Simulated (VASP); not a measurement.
These are r2SCAN meta-GGA, VASP's PBE PAW potentials (set 64) (plane waves; VASP) values and carry that method's errors.

A VASP calculation is set up with these files.

### INCAR
```
# general
SYSTEM  = HgTe
PREC    = Accurate
ENCUT   = 520
LREAL   = .FALSE.
LASPH   = .TRUE.

# electronic loop
EDIFF   = 1E-6
NELM    = 100
ALGO    = Normal
LMAXMIX = 6
LMIXTAU = .TRUE.

# smearing
ISMEAR  = 0
SIGMA   = 0.05

# functional
METAGGA = R2SCAN

# ions
IBRION  = 2
NSW     = 60
ISIF    = 3
EDIFFG  = -0.01

# output
LWAVE   = .FALSE.
LCHARG  = .FALSE.
```

### KPOINTS
```
Automatic mesh
0
Gamma
7 7 7
0 0 0
```

### POSCAR
```
HgTe
1
    0.0000000000     3.2300000000     3.2300000000
    3.2300000000     0.0000000000     3.2300000000
    3.2300000000     3.2300000000     0.0000000000
Hg Te
1 1
Direct
  0.0000000000   0.0000000000   0.0000000000
  0.2500000000   0.2500000000   0.2500000000
```

POTCAR, in this order: Hg Te (PBE.64 set). Program: vasp_std.

Energy and stress use the plane-wave basis of the starting cell. Unless said otherwise, spin-orbit coupling is left out, though it shifts the bands of the heavy elements here.

Q: What does the run give for the energy per atom (σ→0), volume per atom, band gap (on the k-mesh)?

A: 
- energy per atom (σ→0) = -37.580 eV/atom
- band gap (on the k-mesh) = none (metal, semimetal or under 0.01 eV)
- volume per atom = 35.57 Å³/atom

### OSZICAR
```
...
DAV:   4    -0.751539247499E+02    0.60814E-02   -0.90161E-03   520   0.999E-01    0.944E-02
DAV:   5    -0.751592362096E+02   -0.53115E-02   -0.34960E-03   520   0.766E-01    0.663E-02
DAV:   6    -0.751588171854E+02    0.41902E-03   -0.63169E-04   520   0.294E-01    0.321E-02
DAV:   7    -0.751592565694E+02   -0.43938E-03   -0.59259E-04   520   0.315E-01    0.158E-02
DAV:   8    -0.751593656842E+02   -0.10911E-03   -0.14681E-04   520   0.152E-01    0.115E-02
DAV:   9    -0.751593924492E+02   -0.26765E-04   -0.18601E-05   540   0.485E-02    0.897E-03
DAV:  10    -0.751593933872E+02   -0.93803E-06   -0.20482E-06   530   0.181E-02
   3 F= -.75159393E+02 E0= -.75159281E+02  d E =-.273909E-01
```

The compound is HgTe in the zinc blende structure. This run relaxes it. Symmetry was kept, so distortions that lower it aren't found.
